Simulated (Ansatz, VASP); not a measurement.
# BeBrF: VASP beside Ansatz

Wanted: the spread between two codes on one cell, functional and k mesh. The cell is generated by rule, not measured, and may not be a known phase. The cell is taken from a series of runs on this material, whose earlier steps may have relaxed, scaled, displaced or heated it; both programs get it as it stands.

Calculated with Ansatz 0.2.0; plane waves, with VASP 6.6.1 beside it; zone-centre phonons at PBEsol.

The structure was built from a prototype and need not be the compound's stable phase.

### Step 1. The structure

It takes space group C2/m (No. 12, monoclinic). The conventional cell has a = 6.917 Å, b = 5.209 Å, c = 8.424 Å, α = 90.00°, β = 91.11°, γ = 90.00°. Nearest to Be lie 2 F at 1.56 Å and 1 Br at 1.98 Å. Nearest to Br lie 1 Be at 1.98 Å. Nearest to F lie 2 Be at 1.56 Å. Farther neighbours and most contacts between anions are not listed.

As a file:

```xyz
6
Lattice="3.4587 -2.6046 -0.0106 3.4587 2.6046 -0.0106 -0.1373 0.0000 8.4224" Properties=species:S:1:pos:R:3 pbc="T T T"
Be    3.7905    0.0000    7.4260
Be    2.9897    0.0000    0.9752
Br    1.8500    0.0000    2.5920
Br    4.9302    0.0000    5.8092
F     3.4587   -1.1130   -0.0106
F     3.4587    1.1130   -0.0106
```

### Step 2. VASP: zone-centre phonons, PBEsol

Second derivatives magnify differences that forces hide, and they need a tight electronic threshold.

Lines of VASP's logs that name or quote its potential files are left out, and so is its time.

Contents of INCAR:

```
SYSTEM = BeBrF
PREC = Accurate
ENCUT = 600
EDIFF = 1E-08
NELM = 120
ISMEAR = 0
SIGMA = 0.01
LREAL = .FALSE.
ALGO = Normal
GGA = PS
NBANDS = 22
LORBIT = 11
LWAVE = .FALSE.
LCHARG = .FALSE.
ISIF = 2
IBRION = 8
LEPSILON = .TRUE.
LASPH = .TRUE.
GGA_COMPAT = .FALSE.
EFERMI = MIDGAP
KPAR = 2
```

Contents of POSCAR:

```
BeBrF
1.0
    3.4587288995     -2.6046320740     -0.0105656274
    3.4587288995      2.6046320740     -0.0105656274
   -0.1372543375      0.0000000000      8.4223926814
Be Br F
2 2 2
Direct
    0.5654782046      0.5654782046      0.8831214115
    0.4345217954      0.4345217954      0.1168785885
    0.2735529408      0.2735529408      0.3084416751
    0.7264470592      0.7264470592      0.6915583249
    0.7136567518      0.2863432482      0.0000000000
    0.2863432482      0.7136567518      0.0000000000
```

Contents of KPOINTS:

```
Automatic mesh
0
Gamma
6 6 4
0 0 0
```

The projector-augmented-wave data sets are Be, Br and F (PBE family, release 64).

Launch:

```console
$ mpirun -np 2 vasp_std
```

Numbers of over 12 decimals in the logs are rounded to 6 here.

What it wrote:

```text
[banner, memory and clock lines left out]
running    2 mpi-ranks, on    1 nodes
 distrk:  each k-point on    1 cores,    2 groups
 distr:  one band on    1 cores,    1 groups

 POSCAR found type information on POSCAR BeBrF
 POSCAR found :  3 types and       6 ions
|                                                                             |
|               ----> ADVICE to this user running VASP <----                  |
|                                                                             |
|     You enforced a specific xc type in the INCAR file but a different       |
|     [... a line on the potential file left out ...]
|     I HOPE YOU KNOW WHAT YOU ARE DOING!                                     |
|                                                                             |

 LDA part: xc-table for (Slater+PW92), standard interpolation
 POSCAR, INCAR and KPOINTS ok, starting setup
 FFT: planning ... GRIDC
 FFT: planning ... GRID_SOFT
 FFT: planning ... GRID
 WAVECAR not read
 entering main loop
       N       E                     dE             d eps       ncg     rms          rms(c)
DAV:   1     0.242305703862E+03    0.24231E+03   -0.15304E+04  2068   0.137E+03
DAV:   2    -0.604305342751E+01   -0.24835E+03   -0.23762E+03  2882   0.276E+02
DAV:   3    -0.273683477163E+02   -0.21325E+02   -0.21223E+02  2626   0.934E+01
DAV:   4    -0.276464039112E+02   -0.27806E+00   -0.27785E+00  2440   0.123E+01
DAV:   5    -0.276501006604E+02   -0.36967E-02   -0.36959E-02  2608   0.140E+00    0.803E+00
DAV:   6    -0.265826913051E+02    0.10674E+01   -0.35469E+00  2452   0.112E+01    0.367E+00
DAV:   7    -0.265099379719E+02    0.72753E-01   -0.14176E-01  2494   0.218E+00    0.215E+00
DAV:   8    -0.265129321264E+02   -0.29942E-02   -0.80867E-02  2464   0.182E+00    0.253E-01
DAV:   9    -0.265140738661E+02   -0.11417E-02   -0.69756E-03  2404   0.481E-01    0.309E-01
DAV:  10    -0.265154181597E+02   -0.13443E-02   -0.13337E-03  2344   0.208E-01    0.179E-01
DAV:  11    -0.265160944208E+02   -0.67626E-03   -0.89105E-04  2254   0.188E-01    0.376E-02
DAV:  12    -0.265161675400E+02   -0.73119E-04   -0.20906E-04  2488   0.869E-02    0.119E-02
DAV:  13    -0.265161851405E+02   -0.17600E-04   -0.29847E-05  2314   0.355E-02    0.954E-03
DAV:  14    -0.265161871523E+02   -0.20118E-05   -0.36901E-06  2646   0.123E-02    0.236E-03
DAV:  15    -0.265161873870E+02   -0.23466E-06   -0.36155E-07  2434   0.411E-03    0.744E-04
DAV:  16    -0.265161874521E+02   -0.65167E-07   -0.68059E-08  2506   0.167E-03    0.261E-04
DAV:  17    -0.265161874610E+02   -0.88817E-08   -0.13845E-08  1908   0.780E-04
   1 F= -.26516187E+02 E0= -.26516187E+02  d E =0.000000E+00
 Linear response reoptimize wavefunctions to high precision
DAV:   1    -0.265161874640E+02   -0.29399E-08   -0.24920E-09  1910   0.329E-04
DAV:   2    -0.265161874639E+02    0.90949E-11   -0.25653E-10  1544   0.100E-04
 Linear response G [H, r] |phi>, progress :
  Direction:   1
       N       E                     dE             d eps       ncg     rms
RMM:   1    -0.122400836995E+03   -0.12240E+03    0.16468E+02  4515   0.904E+01
RMM:   2    -0.122148768405E+03    0.25207E+00   -0.62030E+00  3485   0.146E+01
RMM:   3    -0.122157117928E+03   -0.83495E-02   -0.18313E-01  3706   0.215E+00
RMM:   4    -0.122158464447E+03   -0.13465E-02   -0.44129E-03  3826   0.304E-01
RMM:   5    -0.122158496806E+03   -0.32359E-04   -0.20887E-04  3842   0.555E-02
RMM:   6    -0.122158497420E+03   -0.61442E-06   -0.83160E-06  3896   0.996E-03
RMM:   7    -0.122158497468E+03   -0.47896E-07   -0.16519E-06  3833   0.235E-03
RMM:   8    -0.122158497172E+03    0.29571E-06    0.10897E-06  3543   0.711E-04
RMM:   9    -0.122158496859E+03    0.31309E-06   -0.50450E-06  2911   0.403E-04
RMM:  10    -0.122158497551E+03   -0.69207E-06   -0.88278E-06  2424   0.344E-04
RMM:  11    -0.122158497018E+03    0.53374E-06    0.21871E-07  2286   0.338E-04
RMM:  12    -0.122158497775E+03   -0.75760E-06   -0.68332E-06  2277   0.339E-04
RMM:  13    -0.122158496935E+03    0.84050E-06    0.14757E-06  2279   0.338E-04
 Linear response G [H, r] |phi>, progress :
  Direction:   2
       N       E                     dE             d eps       ncg     rms
RMM:   1    -0.124982703381E+03   -0.12498E+03    0.17589E+02  4349   0.891E+01
RMM:   2    -0.122366168181E+03    0.26165E+01   -0.71944E+00  3532   0.152E+01
RMM:   3    -0.122351029242E+03    0.15139E-01   -0.20613E-01  3667   0.198E+00
RMM:   4    -0.122352096061E+03   -0.10668E-02   -0.44041E-03  3757   0.271E-01
RMM:   5    -0.122352140285E+03   -0.44224E-04   -0.24566E-04  3769   0.512E-02
RMM:   6    -0.122352143186E+03   -0.29007E-05   -0.90083E-06  3807   0.995E-03
RMM:   7    -0.122352143308E+03   -0.12254E-06   -0.14081E-06  3722   0.242E-03
RMM:   8    -0.122352143306E+03    0.26659E-08    0.54585E-07  3355   0.792E-04
[...]
RMM:  17    -0.104644634416E-01   -0.51627E-09   -0.15842E-07  2454   0.258E-06    0.804E-08
 first order change of Fermi-energy   0.38131E+00
 force on displaced ion       1 direction 3 :  10.570   0.000 -22.666
 Born effective charge ion    1 direction 3 :  -0.607   0.000   1.908
 Linear response progress:
  Degree of freedom:   4/  9
       N       E                     dE             d eps       ncg     rms          rms(c)
[...]
Born effective charge ion    3 direction 2 :   0.000  -0.460  -0.000
 Linear response progress:
  Degree of freedom:   6/  9
       N       E                     dE             d eps       ncg     rms          rms(c)
RMM:   1    -0.162423092979E+00   -0.16242E+00    0.92782E-02  4608   0.146E+00
RMM:   2    -0.161875981415E+00    0.54711E-03   -0.17609E-03  3345   0.191E-01    0.125E-01
RMM:   3    -0.161937504698E+00   -0.61523E-04   -0.42975E-04  3541   0.832E-02    0.535E-02
RMM:   4    -0.162126571628E+00   -0.18907E-03   -0.20106E-04  3653   0.549E-02    0.197E-02
RMM:   5    -0.162038233839E+00    0.88338E-04   -0.13900E-05  3800   0.186E-02    0.881E-03
RMM:   6    -0.162054458143E+00   -0.16224E-04   -0.59949E-07  3762   0.714E-03    0.344E-03
RMM:   7    -0.162046056064E+00    0.84021E-05   -0.12062E-06  3648   0.275E-03    0.107E-03
RMM:   8    -0.162039322259E+00    0.67338E-05   -0.64635E-07  3510   0.237E-03    0.996E-04
RMM:   9    -0.162042707506E+00   -0.33852E-05   -0.17975E-07  3648   0.881E-04    0.303E-04
RMM:  10    -0.162043153782E+00   -0.44628E-06    0.14842E-08  3805   0.358E-04    0.654E-05
RMM:  11    -0.162043251656E+00   -0.97875E-07   -0.16420E-08  3840   0.153E-04    0.494E-05
RMM:  12    -0.162043712417E+00   -0.46076E-06   -0.97647E-10  3581   0.798E-05    0.183E-05
RMM:  13    -0.162043693466E+00    0.18951E-07   -0.10182E-08  3894   0.366E-05    0.642E-06
RMM:  14    -0.162043681407E+00    0.12059E-07    0.64147E-09  3791   0.180E-05    0.248E-06
RMM:  15    -0.162043693637E+00   -0.12230E-07   -0.60166E-09  3459   0.947E-06    0.832E-07
RMM:  16    -0.162043697172E+00   -0.35350E-08    0.42843E-09  2737   0.794E-06    0.364E-07
 first order change of Fermi-energy   0.15141E+00
 force on displaced ion       3 direction 3 :   6.354  -0.000 -10.369
 Born effective charge ion    3 direction 3 :   0.273   0.000  -0.711
 Linear response progress:
  Degree of freedom:   7/  9
       N       E                     dE             d eps       ncg     rms          rms(c)
RMM:   1    -0.535508775674E+00   -0.53551E+00    0.61409E-01  6652   0.385E+00
RMM:   2    -0.531125024320E+00    0.43838E-02   -0.66990E-03  5347   0.553E-01    0.116E-01
RMM:   3    -0.532396578514E+00   -0.12716E-02   -0.63523E-04  5680   0.149E-01    0.645E-02
RMM:   4    -0.533925125940E+00   -0.15285E-02   -0.29884E-04  5475   0.936E-02    0.124E-02
RMM:   5    -0.533982600629E+00   -0.57475E-04   -0.16752E-05  6075   0.186E-02    0.454E-03
RMM:   6    -0.533915286974E+00    0.67314E-04   -0.15770E-06  5770   0.611E-03    0.101E-03
RMM:   7    -0.533923862593E+00   -0.85756E-05    0.37485E-07  6120   0.167E-03    0.460E-04
RMM:   8    -0.533918454426E+00    0.54082E-05   -0.65078E-08  5924   0.109E-03    0.288E-04
RMM:   9    -0.533920324248E+00   -0.18698E-05   -0.33470E-07  5928   0.615E-04    0.113E-04
RMM:  10    -0.533920866481E+00   -0.54223E-06   -0.12630E-08  6214   0.146E-04    0.493E-05
RMM:  11    -0.533921004738E+00   -0.13826E-06   -0.40051E-08  5898   0.118E-04    0.136E-05
RMM:  12    -0.533921009148E+00   -0.44098E-08    0.34613E-09  6199   0.288E-05    0.527E-06
 first order change of Fermi-energy   0.86018E-06
 force on displaced ion       5 direction 1 :  -3.332   0.000   3.632
 Born effective charge ion    5 direction 1 :  -0.693  -0.000   0.359
 Linear response progress:
  Degree of freedom:   8/  9
       N       E                     dE             d eps       ncg     rms          rms(c)
RMM:   1    -0.545309157587E+00   -0.54531E+00    0.62878E-01  4295   0.371E+00
RMM:   2    -0.533178447282E+00    0.12131E-01   -0.11338E-02  3523   0.524E-01    0.186E-01
RMM:   3    -0.534196523447E+00   -0.10181E-02   -0.14460E-03  3491   0.199E-01    0.890E-02
RMM:   4    -0.535251745825E+00   -0.10552E-02   -0.17076E-04  3363   0.753E-02    0.377E-02
RMM:   5    -0.535951765250E+00   -0.70002E-03   -0.78299E-05  3316   0.479E-02    0.767E-03
RMM:   6    -0.535851989827E+00    0.99775E-04   -0.52329E-06  3751   0.136E-02    0.257E-03
RMM:   7    -0.535871470644E+00   -0.19481E-04   -0.29028E-07  3764   0.394E-03    0.927E-04
RMM:   8    -0.535860419921E+00    0.11051E-04   -0.10044E-07  3757   0.173E-03    0.366E-04
RMM:   9    -0.535865426052E+00   -0.50061E-05   -0.28292E-09  3487   0.447E-04    0.118E-04
RMM:  10    -0.535866907880E+00   -0.14818E-05    0.73893E-10  3627   0.253E-04    0.366E-05
RMM:  11    -0.535867158799E+00   -0.25092E-06   -0.21631E-09  3888   0.546E-05    0.191E-05
RMM:  12    -0.535867045200E+00    0.11360E-06   -0.13917E-09  3615   0.555E-05    0.672E-06
RMM:  13    -0.535867041665E+00    0.35352E-08   -0.98362E-10  3784   0.130E-05    0.402E-06
 first order change of Fermi-energy   0.26618E+00
 force on displaced ion       5 direction 2 :  -0.000 -20.240   0.000
 Born effective charge ion    5 direction 2 :   0.000  -0.823   0.000
 Linear response progress:
  Degree of freedom:   9/  9
       N       E                     dE             d eps       ncg     rms          rms(c)
RMM:   1    -0.544136763143E+00   -0.54414E+00    0.72950E-01  6602   0.396E+00
RMM:   2    -0.540933712225E+00    0.32031E-02   -0.69583E-03  5378   0.582E-01    0.146E-01
RMM:   3    -0.542170872968E+00   -0.12372E-02   -0.73571E-04  5570   0.179E-01    0.820E-02
RMM:   4    -0.543865722789E+00   -0.16948E-02   -0.58296E-04  5534   0.134E-01    0.189E-02
RMM:   5    -0.543809255409E+00    0.56467E-04   -0.70315E-05  5996   0.309E-02    0.585E-03
RMM:   6    -0.543713310000E+00    0.95945E-04   -0.15679E-05  5864   0.848E-03    0.241E-03
RMM:   7    -0.543712882303E+00    0.42770E-06    0.66740E-07  5968   0.530E-03    0.177E-03
RMM:   8    -0.543691143853E+00    0.21738E-04    0.15613E-06  5668   0.361E-03    0.410E-04
RMM:   9    -0.543698221293E+00   -0.70774E-05    0.73602E-07  5940   0.108E-03    0.234E-04
RMM:  10    -0.543698039234E+00    0.18206E-06    0.10846E-06  6031   0.529E-04    0.863E-05
RMM:  11    -0.543698086875E+00   -0.47641E-07   -0.39164E-08  6180   0.102E-04    0.306E-05
RMM:  12    -0.543698167357E+00   -0.80483E-07   -0.92315E-08  5873   0.104E-04    0.121E-05
RMM:  13    -0.543698092121E+00    0.75237E-07   -0.83285E-09  6239   0.211E-05    0.744E-06
RMM:  14    -0.543698090702E+00    0.14186E-08    0.12100E-08  6091   0.206E-05    0.282E-06
 first order change of Fermi-energy  -0.36678E-06
 force on displaced ion       5 direction 3 :   3.628  -0.000  -9.306
 Born effective charge ion    5 direction 3 :   0.334  -0.000  -1.197
 Born effective charges drift removed
 Linear response finished
```

(Continued in part 2 of 3.)

[Lines on the potential files, build, host, timing and source positions are cut from VASP's logs without a mark.]

[Logs are printed without paths, hosts, clocks, repeated set-up lines and the standing remarks that a program may print on its own settings, such as how far it seeks lower states.]

[Hosts, paths, dates, database ids (printed as entryN), source tags and the programs' standing remarks are cut or masked in the printed files.]
